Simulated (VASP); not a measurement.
Be3CdTe4:

```xyz
8
Lattice="3.4369 1.9843 4.3478 -3.4369 1.9843 4.3478 0.0000 -3.9686 4.3478" Properties=species:S:1:pos:R:3 pbc="T T T"
Be    0.0000   -1.9843    2.1739
Be    1.7184    0.9921    2.1739
Be   -1.7184    0.9921    2.1739
Cd    0.0000    0.0000    0.0000
Te    0.0000    1.9843    4.3478
Te   -1.7184   -0.9921    4.3478
Te    1.7184   -0.9921    4.3478
Te    0.0000    0.0000    6.5217
```

The cell was built by a generator and needn't be a form met in nature.

```yaml
Program: VASP 6.6.1
Task: relaxation of cell and atoms
Functional: PBE
Potentials_or_basis: VASP PAW PBE potentials, release 64 (Be, Cd, Te)
Cutoff: 520 eV
k_mesh: 3 × 3 × 3
Occupations: gaussian, width 0.15 eV
Spin: no spin polarisation
```

At the start: pressure 2.8 GPa; volume 22.24 Å³/atom.

Where does the relaxation end?

Over 12 steps the energy falls by 154.7 meV/atom and the volume is 23.88 Å³/atom (+7.4 %); space group R-3m (No. 166, to 0.05 Å).

The path:
| step | energy change (eV) | largest force (eV/Å) | pressure (GPa) | volume (Å³) |
| --- | --- | --- | --- | --- |
| 1 | 0.0000 | 0.0000 | 2.80 | 177.91 |
| 2 | -0.1839 | 0.0000 | -0.06 | 188.05 |
| 3 | -0.2322 | 0.0000 | -3.08 | 202.79 |
| 4 | -0.2437 | 0.0000 | -2.34 | 198.28 |
| 5 | -0.3382 | 0.0000 | -2.68 | 200.68 |
| 6 | -0.5667 | 0.0000 | -3.79 | 207.63 |
| 7 | -0.6651 | 0.0000 | -4.84 | 220.41 |
| 8 | -0.6767 | 0.0000 | -4.55 | 215.20 |
| 9 | -0.9579 | 0.0000 | -3.46 | 208.21 |
| 10 | -1.1645 | 0.0000 | -1.90 | 199.84 |
| 11 | -1.1779 | 0.0000 | 2.74 | 182.91 |
| 12 | -1.2375 | 0.0000 | 0.27 | 191.01 |

Final structure:
```yaml
crystal:
  lattice:
    - [3.93679, 2.27291, 3.55782]
    - [-3.93679, 2.27291, 3.55782]
    - [0.00000, -4.54582, 3.55782]
  atoms:
    - { symbol: Be, position: [0.00000, 0.00000, 0.50000] }
    - { symbol: Be, position: [0.50000, 0.00000, 0.00000] }
    - { symbol: Be, position: [0.00000, 0.50000, 0.00000] }
    - { symbol: Cd, position: [0.00000, 0.00000, 0.00000] }
    - { symbol: Te, position: [0.50000, 0.50000, 0.00000] }
    - { symbol: Te, position: [0.00000, 0.50000, 0.50000] }
    - { symbol: Te, position: [0.50000, 0.00000, 0.50000] }
    - { symbol: Te, position: [0.50000, 0.50000, 0.50000] }
```

Caveat: the k mesh is coarse (spacing up to 0.39 Å⁻¹), so the values aren't converged.
